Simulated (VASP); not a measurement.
Data:

```xyz
2
Lattice="0.0000 3.2997 3.2997 3.2997 0.0000 3.2997 3.2997 3.2997 0.0000" Properties=species:S:1:pos:R:3 pbc="T T T"
Na     0.0000     0.0000     0.0000
I      3.2997     3.2997     3.2997
```
Cell charge -0.5.

Computed with PBE GGA, VASP's PBE PAW potentials (set 64) (plane waves; VASP). Run with NELECT = 14.5, 400 eV cut-off, 6×6×6 Γ-centred mesh, Gaussian smearing of 0.050 eV, potentials Na_pv I.

The cell is charged, with a uniform compensating background.

### Question
Give the stress tensor in GPa (positive for a compressed cell).

### Answer

```
8.62  0.00  0.00
0.00  8.62  0.00
0.00  0.00  8.62
```
The pressure is its mean diagonal, 8.62 GPa.

The compound is NaI in the rock salt structure. The cell was not relaxed at this level. The run is one of a series of settings (NELECT = 14.5 against the base run), some of them coarse on purpose.
